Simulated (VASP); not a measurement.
Computed with LDA (Ceperley-Alder, Perdew-Zunger), VASP's LDA PAW potentials (set 64) (plane waves; VASP). Each cell was relaxed at this level, without spin-orbit coupling.

**Question.** Which of these comes out without a gap?
(A) AgBr, Fm-3m (225)
(B) Hf, P6_3/mmc (194)
(C) C, Fd-3m (227)
(D) LiF, Fm-3m (225)

**Answer.** B, Hf, P6_3/mmc (194). The others have gaps of 4.16 eV (C, Fd-3m (227)), 0.42 eV (AgBr, Fm-3m (225)), 9.71 eV (LiF, Fm-3m (225)).
